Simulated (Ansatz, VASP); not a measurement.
## NbRu3C: VASP beside Ansatz

Contents of INCAR:

```
  ALGO = Normal
  EDIFF = 1E-7
  ENCUT = 520
  GGA = PS
  ISIF = 2
  ISMEAR = -1
  LASPH = T
  LCHARG = F
  LREAL = F
  LWAVE = F
  NBANDS = 38
  NELM = 80
  PREC = Accurate
  SIGMA = 0.05
```

The input KPOINTS:

```
k-points
0
Gamma
  7 7 7
```

The input POSCAR:

```
NbRu3C
1.0
    4.0651380000      0.0000000000      0.0000000000
    0.0000000000      4.0651380000      0.0000000000
    0.0000000000      0.0000000000      4.0651380000
Ru Nb C
3 1 1
Direct
    0.5000000000      0.5000000000      0.0000000000
    0.5000000000      0.0000000000      0.5000000000
    0.0000000000      0.5000000000      0.5000000000
    0.0000000000      0.0000000000      0.0000000000
    0.5000000000      0.5000000000      0.5000000000
```

Contents of input.yaml:

```yaml
crystal:
  lattice:
    - [4.065138, 0.0, 0.0]
    - [0.0, 4.065138, 0.0]
    - [0.0, 0.0, 4.065138]
  atoms:
    - { symbol: Ru, position: [0.5, 0.5, 0.0] }
    - { symbol: Ru, position: [0.5, 0.0, 0.5] }
    - { symbol: Ru, position: [0.0, 0.5, 0.5] }
    - { symbol: Nb, position: [0.0, 0.0, 0.0] }
    - { symbol: C, position: [0.5, 0.5, 0.5] }
hamiltonian:
  xc: pbesol
  pseudopotentials: { kind: paw }
kpoints:
  mp_grid: { grid: [7, 7, 7] }
scf:
  occupations: { method: fermi_dirac, width: 0.05 }
output:
  forces: true
  stress: true
  eigenvalues: true
```

The cell comes from a database or a generator and needn't be the stable form of this composition.

Alike in both runs: task single point; functional PBEsol; k mesh 7 × 7 × 7; occupations fermi-dirac, width 0.05 eV; no spin polarisation.

```csv
,VASP,Ansatz
version,VASP 6.6.1,Ansatz 0.2.0
potentials or method,"VASP PAW PBE potentials, release 64 (Ru_pv, Nb_sv, C)",Ansatz PAW
plane-wave cutoff (eV),520,420
valence electrons in the cell,59,65
```

Ansatz gave:

- gap on the k mesh at the Fermi level (eV): none
- pressure (GPa): -11.8

What did VASP give for the same quantities?

gap on the k mesh at the Fermi level (eV): none; pressure (GPa): -11.9.

A gap of «none» marks a metal or a gap that the smearing closes. With one functional, cell and mesh, what is left measures potentials, basis and numerics. The two sets of potentials don't hold the same shells in valence.

Caveats: the PAW data sets were made with another functional, which shifts forces and pressure a little (VASP); the PAW data sets come from PBE, with cores solved anew for the run's functional, which leaves a small shift of forces and pressure (Ansatz).
